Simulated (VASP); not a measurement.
Band gaps of BaS (rock salt) from VASP (PAW), without and with spin-orbit coupling. Semilocal levels are at their own relaxed cell, hybrids and mBJ at PBE's; 0.00 means no gap at that level.  Unless said otherwise, spin-orbit coupling is left out, though it shifts the bands of the heavy elements here.

The cell of the r2SCAN run:

BaS is taken in the cubic space group Fm-3m (No. 225), the rock salt structure, Pearson symbol cF8. Lattice parameters: a = 6.4526 Å, b = 6.4526 Å, c = 6.4526 Å, α = 90.00°, β = 90.00°, γ = 90.00°. Ba on 4a has 6 S at 3.226 Å (octahedral). S on 4b is surrounded by 6 Ba at 3.226 Å (octahedral). (Neighbours: up to the widest gap in distance over summed covalent radii, below 1.35, at either atom; cation-cation and far metal-metal contacts left out.)
(The calculation used a cell of 2 atoms; values per cell refer to that cell.)

```json
[
 {"level": "r2SCAN", "gap without SOC (eV)": "2.51", "gap with SOC (eV)": "?", "shift (eV)": "?"}
]
```

Complete the blanks.

- r2SCAN, gap with SOC (eV): 2.46
- r2SCAN, shift (eV): -0.05

Only levels that ran to the end are used. Left out are those held back, those with too coarse a band path, GW runs whose mesh misses a band edge, hybrids' fits of cells that aren't cubic and levels without matching references; a question may draw on a part of the rest.

The compound is BaS in the rock salt structure. It was relaxed first. Symmetry was kept, so distortions that lower it aren't found.
